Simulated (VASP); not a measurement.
Input:

```yaml
crystal:
  lattice:
    - [1.64113, -2.84251, 0.00000]
    - [1.64113, 2.84251, 0.00000]
    - [0.00000, 0.00000, 13.05142]
  atoms:
    - { symbol: W, position: [0.33333, 0.66667, 0.25000] }
    - { symbol: W, position: [0.66667, 0.33333, 0.75000] }
    - { symbol: Se, position: [0.33333, 0.66667, 0.87920] }
    - { symbol: Se, position: [0.66667, 0.33333, 0.37920] }
    - { symbol: Se, position: [0.66667, 0.33333, 0.12080] }
    - { symbol: Se, position: [0.33333, 0.66667, 0.62080] }
```

The numbers are results of vdW-DF-cx, VASP's PBE PAW potentials (set 64) (plane waves; VASP), not measurements. Settings: 520 eV cut-off, 9×9×2 Γ-centred mesh, tetrahedra with Blöchl corrections, potentials W_sv Se.

The cores are frozen, which limits the accuracy of field gradients.

Give the principal components of the electric field gradient (V/Å²) and the asymmetry η at each nucleus.

```csv
atom,Vxx,Vyy,Vzz,η
W1,73.7,73.7,-147.4,0.00
W2,73.7,73.7,-147.4,0.00
Se3,34.6,34.6,-69.1,0.00
Se4,34.6,34.6,-69.1,0.00
Se5,34.6,34.6,-69.1,0.00
Se6,34.6,34.6,-69.1,0.00
```

The compound is WSe2 in the 2H layered structure. It was relaxed first.
